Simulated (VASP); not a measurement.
Computed with PBE GGA, VASP's PBE PAW potentials (set 64) (plane waves; VASP 6.6.1).

Input for VASP

**INCAR**
```
# general
SYSTEM   =  RuAl
PREC     =  Accurate
ENCUT    =  400   # plane-wave cut-off (eV)
LREAL    =  .FALSE.
LASPH    =  .FALSE.   # aspherical one-centre terms

# electronic loop
EDIFF    =  1E-6
NELM     =  100   # most electronic steps
ALGO     =  Normal   # blocked Davidson
LMAXMIX  =  4

# smearing
ISMEAR   =  1   # Methfessel-Paxton
SIGMA    =  0.1   # width (eV)

# functional
GGA      =  PE   # PBE

# ions
ISIF     =  2

# output
LWAVE    =  .FALSE.
LCHARG   =  .FALSE.
```

**KPOINTS**
```
Automatic
0
gamma
  11 11 11
```

File POSCAR:
```
RuAl
1
    3.0498000000     0.0000000000     0.0000000000
    0.0000000000     3.0498000000     0.0000000000
    0.0000000000     0.0000000000     3.0498000000
Al Ru
1 1
Direct
  0.5000000000   0.5000000000   0.5000000000
  0.0000000000   0.0000000000   0.0000000000
```

POTCAR, in this order: Al Ru_pv (PBE.64 set). Program: vasp_std.

The resulting files:

### OSZICAR
```
       N       E                     dE             d eps       ncg     rms          rms(c)
DAV:   1     0.892279965637E+02    0.89228E+02   -0.82131E+03  1456   0.107E+03
DAV:   2    -0.130846075787E+02   -0.10231E+03   -0.97759E+02  1512   0.303E+02
DAV:   3    -0.148516325777E+02   -0.17670E+01   -0.17305E+01  1568   0.413E+01
DAV:   4    -0.148698277286E+02   -0.18195E-01   -0.18188E-01  1644   0.414E+00
DAV:   5    -0.148702391745E+02   -0.41145E-03   -0.41144E-03  1632   0.529E-01    0.108E+01
DAV:   6    -0.143155959862E+02    0.55464E+00   -0.37874E+00  1408   0.217E+01    0.236E+00
DAV:   7    -0.142280285421E+02    0.87567E-01   -0.33764E-01  1404   0.673E+00    0.180E+00
DAV:   8    -0.142135535678E+02    0.14475E-01   -0.21122E-02  1484   0.142E+00    0.206E-01
DAV:   9    -0.142134544518E+02    0.99116E-04   -0.29396E-04  1564   0.173E-01    0.126E-01
DAV:  10    -0.142134490244E+02    0.54274E-05   -0.43193E-05  1636   0.875E-02    0.816E-03
DAV:  11    -0.142134480444E+02    0.98003E-06   -0.16319E-06  1052   0.166E-02
   1 F= -.14213448E+02 E0= -.14213036E+02  d E =-.123466E-02
```

OUTCAR:
```
------------------------ aborting loop because EDIFF is reached ----------------------------------------
  FORCE on cell =-STRESS in cart. coord.  units (eV):
  Direction    XX          YY          ZZ          XY          YZ          ZX
  --------------------------------------------------------------------------------------
  Total       -1.5695515     -1.5695515     -1.5695515     -0.0000000     -0.0000000      0.0000000
  in kB      -88.6486408    -88.6486408    -88.6486408     -0.0000000     -0.0000000      0.0000000
  external PRESSURE =     -88.6486408 kB  Pullay stress =       0.0000000 kB
  volume of cell :       28.37
      direct lattice vectors                 reciprocal lattice vectors
     3.049800000  0.000000000  0.000000000     0.327890353  0.000000000  0.000000000
     0.000000000  3.049800000  0.000000000     0.000000000  0.327890353  0.000000000
     0.000000000  0.000000000  3.049800000     0.000000000  0.000000000  0.327890353
 POSITION                                       TOTAL-FORCE (eV/Angst)
 -----------------------------------------------------------------------------------
      1.52490      1.52490      1.52490         0.000000      0.000000      0.000000
      0.00000      0.00000      0.00000         0.000000      0.000000      0.000000
 -----------------------------------------------------------------------------------
    total drift:                               -0.000000      0.000000     -0.000000
  FREE ENERGIE OF THE ION-ELECTRON SYSTEM (eV)
  ---------------------------------------------------
  free  energy   TOTEN  =       -14.2134480444 eV

  energy  without entropy=      -14.2122133868  energy(sigma->0) =      -14.21303649
```
(Selected blocks of OUTCAR.)

The compound is RuAl in the CsCl type structure. The cell was not relaxed at this level. The run is one of a series of settings (LASPH = .FALSE. against the base run), some of them coarse on purpose. The electron count is odd and the run is not spin-polarised, which forces a metal.
